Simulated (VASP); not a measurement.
A convergence study with VASP on ZnO (wurtzite): one setting is varied, all else stays as given below, so the limit is that of these other settings. Each run relaxes cell and ions; the cell shown is the tightest run's result. The basis is that of the starting cell, so low cut-offs carry a Pulay error.

```
CELL_PARAMETERS angstrom
      1.64333    -2.84632     0.00000
      1.64333     2.84632     0.00000
      0.00000     0.00000     5.30407
ATOMIC_POSITIONS crystal
  Zn 0.66667 0.33333 0.50142
  Zn 0.33333 0.66667 0.00142
  O  0.66667 0.33333 0.88058
  O  0.33333 0.66667 0.38058
```

Level of theory: PBE GGA, VASP's PBE PAW potentials (set 64) (plane waves; VASP). The tightest run used: 800 eV cut-off, 7×7×4 Γ-centred mesh, Gaussian smearing of 0.050 eV, potentials Zn O.

The reference is ENCUT = 800, which took about 2 core-minutes. Costs are core time on shared hosts, one run each; read them as rough ratios.

Of the settings ENCUT = 250; ENCUT = 300; ENCUT = 350; ENCUT = 400; ENCUT = 450; ENCUT = 500; ENCUT = 550; ENCUT = 600; ENCUT = 650; ENCUT = 700; ENCUT = 750; ENCUT = 800, which is the lowest that keeps the difference from the reference in relaxed volume (Å³/atom) within 0.1 from there on, and what does it cost?

ENCUT = 500; its cost over the reference is within a factor of 2.
```json
[
 {"setting": "ENCUT = 250", "difference in relaxed volume (Å³/atom)": "2.553", "cost over the reference": "about 1/2"},
 {"setting": "ENCUT = 300", "difference in relaxed volume (Å³/atom)": "1.578", "cost over the reference": "about 1/2"},
 {"setting": "ENCUT = 350", "difference in relaxed volume (Å³/atom)": "0.904", "cost over the reference": "about 1/3"},
 {"setting": "ENCUT = 400", "difference in relaxed volume (Å³/atom)": "0.410", "cost over the reference": "about 1/2"},
 {"setting": "ENCUT = 450", "difference in relaxed volume (Å³/atom)": "0.126", "cost over the reference": "within a factor of 2"},
 {"setting": "ENCUT = 500", "difference in relaxed volume (Å³/atom)": "0.015", "cost over the reference": "within a factor of 2"},
 {"setting": "ENCUT = 550", "difference in relaxed volume (Å³/atom)": "0.003", "cost over the reference": "within a factor of 2"},
 {"setting": "ENCUT = 600", "difference in relaxed volume (Å³/atom)": "0.009", "cost over the reference": "within a factor of 2"},
 {"setting": "ENCUT = 650", "difference in relaxed volume (Å³/atom)": "0.018", "cost over the reference": "within a factor of 2"},
 {"setting": "ENCUT = 700", "difference in relaxed volume (Å³/atom)": "0.015", "cost over the reference": "within a factor of 2"},
 {"setting": "ENCUT = 750", "difference in relaxed volume (Å³/atom)": "0.008", "cost over the reference": "within a factor of 2"},
 {"setting": "ENCUT = 800", "difference in relaxed volume (Å³/atom)": "0.000", "cost over the reference": "reference"}
]
```

Left out are rungs that failed or repeat a setting and relaxations that didn't move; long series are thinned to 24 rows.

The compound is ZnO in the wurtzite structure.
